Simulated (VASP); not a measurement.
An input for Ansatz (written as the equivalent of a VASP run, and not itself run):

Ansatz 0.2 input:
```yaml
crystal:
  lattice:
    - [4.2600000, 2.1300000, 2.1300000]
    - [2.1300000, 4.2600000, 2.1300000]
    - [2.1300000, 2.1300000, 4.2600000]
  atoms:
    - { symbol: Co, position: [0.0000000, 0.0000000, 0.0000000], spin: 3 }
    - { symbol: Co, position: [0.5000000, 0.5000000, 0.5000000], spin: -3 }
    - { symbol: O, position: [0.2500000, 0.2500000, 0.2500000] }
    - { symbol: O, position: [0.7500000, 0.7500000, 0.7500000] }
kpoints:
  mp_grid: { grid: [8, 8, 8] }
hamiltonian:
  xc: pbe
  pseudopotentials: { kind: paw }
  hubbard:
    sites:
      - { species: Co, l: d, u_eff: 3 }
magnetization: { spin_polarized: true }
scf:
  occupations: { method: gaussian, width: 0.05 }
  max_iter: 100
output: { forces: true, stress: true, eigenvalues: true }
```

Problem. Write the VASP files for the same calculation (PBE+U).

Solution. Several could match; the one computed here: 
**KPOINTS**
```
Automatic mesh
0
Gamma
8 8 8
0 0 0
```

File POSCAR:
```
CoO
1.0
  4.2600000000   2.1300000000   2.1300000000
  2.1300000000   4.2600000000   2.1300000000
  2.1300000000   2.1300000000   4.2600000000
Co O
2 2
Cart
  0.0000000000   0.0000000000   0.0000000000
  4.2600000000   4.2600000000   4.2600000000
  2.1300000000   2.1300000000   2.1300000000
  6.3900000000   6.3900000000   6.3900000000
```

**INCAR**
```
ALGO  =  Normal
EDIFF  =  1E-6
ENCUT  =  520
GGA  =  PE
ISIF  =  2
ISMEAR  =  0
ISPIN  =  2
LASPH  =  .True.
LCHARG  =  .False.
LDAU  =  .True.
LDAUJ  =  0 0
LDAUL  =  2 -1
LDAUPRINT  =  1
LDAUTYPE  =  2
LDAUU  =  3.0 0
LMAXMIX  =  4
LORBIT  =  10
LREAL  =  .False.
LWAVE  =  .False.
MAGMOM  =  3.0 -3.0 2*0.0
NELM  =  100
PREC  =  Accurate
SIGMA  =  0.05
SYSTEM  =  CoO
```

POTCAR, in this order: Co O (PBE.64 set). Program: vasp_std.

The two are equivalent in intent, not identical: each code has its own PAW files, so the cut-off isn't converted (ENCUT is set for VASP's; basis.ecutwfc is left out, and Ansatz then takes the one that its files recommend); Ansatz stops its SCF on the density residual and VASP on the energy change (EDIFF); the +U projectors differ, so the same U acts differently.

The compound is CoO in the rock salt, AFM-II order structure. The cell was not relaxed at this level. The run is one of a series of settings (LDAU = .TRUE., LDAUJ = 0 0, LDAUL = 2 -1, LDAUTYPE = 2, LDAUU = 3.0 0 against the base run), some of them coarse on purpose.
